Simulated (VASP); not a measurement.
Input of a VASP 6.6.1 run:

INCAR

```
PREC = Accurate ; ENCUT = 520
EDIFF = 1E-7 ; ISMEAR = 0
SIGMA = 0.05 ; LREAL = False
LASPH = True ; NELM = 100
ALGO = Fast ; ISIF = 2
LWAVE = False ; LCHARG = True
GGA = PS ; LELF = True
LVHAR = True ; NBANDS = 31
```

KPOINTS

```
Automatic mesh
0
Gamma
  4 4 4
```

POSCAR

```
TeAu3I
1.0
    6.4151210504      0.0000000000      0.0000000000
    0.0000000000      6.4151210504      0.0000000000
    0.0000000000      0.0000000000      6.4151210504
I Te Au
1 1 3
Direct
    0.0000000000      0.0000000000      0.0000000000
    0.5000000000      0.5000000000      0.5000000000
    0.5000000000      0.5000000000      0.0000000000
    0.5000000000      0.0000000000      0.5000000000
    0.0000000000      0.5000000000      0.5000000000
```

Potentials or basis: VASP PAW PBE potentials, release 64 (I, Te, Au).

Launch:

```console
$ cat potpaw_PBE.64/I/POTCAR potpaw_PBE.64/Te/POTCAR potpaw_PBE.64/Au/POTCAR > POTCAR
$ mpirun -np 1 vasp_std > vasp.out
```

Question: Estimate the band gap on the k mesh.

Answer: None (metal or under the smearing width).

Question: Estimate the pressure.

Answer: -6.4 GPa.

Caveat: the PAW data sets were made with another functional, which shifts forces and pressure a little. The run has no spin-orbit coupling, so splittings on Au, I, Te are missing.
